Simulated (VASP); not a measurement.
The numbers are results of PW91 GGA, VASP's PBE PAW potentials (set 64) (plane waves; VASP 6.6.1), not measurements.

VASP ran on this input.

### POSCAR
```
InSb
4.6879840
  0.0000000000   0.7071067077   0.7071067077
  0.7071067077   0.0000000000   0.7071067077
  0.7071067077   0.7071067077   0.0000000000
In Sb
1 1
Cartesian
  0.0000000000   0.0000000000   0.0000000000
  0.3535533538   0.3535533538   0.3535533538
```

### KPOINTS
```
Automatic mesh
0
Gamma
10 10 10
0 0 0
```

**INCAR**
```
! general
SYSTEM   =  InSb
PREC     =  Accurate
ENCUT    =  520
LREAL    =  .False.
LASPH    =  .True.

! electronic loop
EDIFF    =  1E-7
NELM     =  100
ALGO     =  Normal
LMAXMIX  =  4

! smearing
ISMEAR   =  1
SIGMA    =  0.1

! functional
GGA      =  91

! ions
ISIF     =  2

! output
LWAVE    =  .False.
LCHARG   =  .False.
```

POTCAR, in this order: In_d Sb (PBE.64 set). Program: vasp_std.

Unless said otherwise, spin-orbit coupling is left out, though it shifts the bands of the heavy elements here.

Question: What does the run give for the energy per atom (σ→0), band gap (on the k-mesh)?

Answer: 
```json
{
  "energy per atom (σ→0)": "-3.507 eV/atom",
  "band gap (on the k-mesh)": "none (metal, semimetal or under 0.01 eV)"
}
```

### OSZICAR
```
...
DAV:   8    -0.701282518918E+01   -0.53062E-03   -0.74759E-03  1577   0.116E+00    0.248E-01
DAV:   9    -0.701344944950E+01   -0.62426E-03   -0.94283E-04  1377   0.308E-01    0.701E-02
DAV:  10    -0.701348394681E+01   -0.34497E-04   -0.44870E-05  1646   0.559E-02    0.338E-02
DAV:  11    -0.701352579520E+01   -0.41848E-04   -0.79961E-05  1287   0.674E-02    0.250E-02
DAV:  12    -0.701352654901E+01   -0.75382E-06   -0.12494E-06  1367   0.945E-03    0.814E-03
DAV:  13    -0.701352718379E+01   -0.63477E-06   -0.16349E-06  1377   0.114E-02    0.366E-03
DAV:  14    -0.701352711842E+01    0.65365E-07   -0.35425E-08  1076   0.140E-03
   1 F= -.70135271E+01 E0= -.70136128E+01  d E =0.257064E-03
```

The compound is InSb in the zinc blende structure. It was relaxed first, which changed the volume by +7 %.
